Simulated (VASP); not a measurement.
Crystal: H2Pb.

```
CELL_PARAMETERS angstrom
3.42693 0.00000 0.00000
-1.71346 2.96781 0.00000
0.00000 0.00000 5.55707
ATOMIC_POSITIONS crystal
H 0.33333 0.66667 0.00000
H 0.66667 0.33333 0.50000
Pb 0.66667 0.33333 0.00000
```

The cell was built by a generator and needn't be a form met in nature.

| Item | Value |
| --- | --- |
| Program | VASP 6.6.1 |
| Task | relaxation of cell and atoms |
| Functional | r2SCAN |
| Dispersion | D4 |
| Potentials or basis | VASP PAW PBE potentials, release 64 (H, Pb_d) |
| Cutoff | 600 eV |
| k mesh | 9 × 9 × 5 |
| Occupations | gaussian, width 0.05 eV |
| Spin | no spin polarisation |

At the start: pressure 2.6 GPa; volume 18.84 Å³/atom.

Problem. How do energy, volume and symmetry change on relaxing?

Solution. Over 14 steps the energy falls by 518.9 meV/atom and the volume is 17.56 Å³/atom (-6.8 %); space group P-6m2 (No. 187, to 0.05 Å).

Step by step:
```csv
step,energy change (eV),largest force (eV/Å),pressure (GPa),volume (Å³)
1,0.0000,0.0000,2.63,56.52
2,-0.9720,0.0000,-0.34,58.52
3,-1.4705,0.0000,-2.34,59.13
4,-1.4689,0.0000,-3.14,59.30
5,-1.4731,0.0000,-3.01,59.28
6,-1.5243,0.0000,-1.64,55.37
7,-1.5220,0.0000,0.40,52.68
8,-1.5289,0.0000,-1.11,54.30
9,-1.5511,0.0000,1.26,51.98
10,-1.5516,0.0000,0.94,52.21
11,-1.5564,0.0000,-0.38,52.89
12,-1.5566,0.0000,-0.18,52.78
13,-1.5566,0.0000,0.14,52.63
14,-1.5567,0.0000,0.01,52.69
```

Final structure:
```
CELL_PARAMETERS angstrom
3.86864 0.00000 0.00000
-1.93432 3.35034 0.00000
0.00000 0.00000 4.06488
ATOMIC_POSITIONS crystal
H 0.33333 0.66667 0.00000
H 0.66667 0.33333 0.50000
Pb 0.66667 0.33333 0.00000
```

Caveat: the PAW data sets were made with another functional, which shifts forces and pressure a little; pairwise dispersion overbinds metals, which lowers pressure and volume.
